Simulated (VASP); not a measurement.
```xyz
2
Lattice="0.0000 2.1897 2.1897 2.1897 0.0000 2.1897 2.1897 2.1897 0.0000" Properties=species:S:1:pos:R:3 pbc="T T T"
Si     0.0000     0.0000     0.0000
C      1.0948     1.0948     1.0948
```

These are HSEsol screened hybrid, VASP's PBE PAW potentials (set 64) (plane waves; VASP 6.6.1) values and carry that method's errors. Numerical set-up: 520 eV cut-off, 8×8×8 Γ-centred mesh, Gaussian smearing of 0.050 eV, potentials Si C.

Task: What does the run give for the energy per atom (σ→0), pressure, band gap (over mesh and band path) with the smallest direct gap where there is one?

Result: 
```
Item                                                           Result
---------------------------------------------  ----------------------
band gap (over mesh and band path)                            2.19 eV
smallest direct gap (over mesh and band path)                 5.68 eV
energy per atom (σ→0)                          -869.5 kJ/mol of atoms
pressure                                                    -7.01 GPa
```

The absolute energy has meaning only against runs of the same code, potentials and settings.

The compound is SiC in the zinc blende structure. It was relaxed first. The cell's shape comes from a PBE relaxation.
